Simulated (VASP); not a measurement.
Data:

```xyz
2
Lattice="0.0000 2.7539 2.7539 2.7539 0.0000 2.7539 2.7539 2.7539 0.0000" Properties=species:S:1:pos:R:3 pbc="T T T"
Cu     5.5078     2.7539     2.7539
Cl     1.3770     1.3770     1.3770
```

Method: revPBE GGA, VASP's PBE PAW potentials (set 64) (plane waves; VASP 6.6.1). Run with 520 eV cut-off, 9×9×9 Γ-centred mesh, tetrahedra with Blöchl corrections, potentials Cu Cl.

Q: Predict the energy per atom (σ→0), band gap (on the k-mesh) with the smallest direct gap where there is one.

A: 
- band gap (on the k-mesh) = 0.56 eV
- smallest direct gap (on the k-mesh) = 0.56 eV
- energy per atom (σ→0) = -2.869 eV/atom

Only differences to runs with the same potentials and settings are physical.

The compound is CuCl in the zinc blende structure. It was relaxed first, which changed the volume by +6 %.
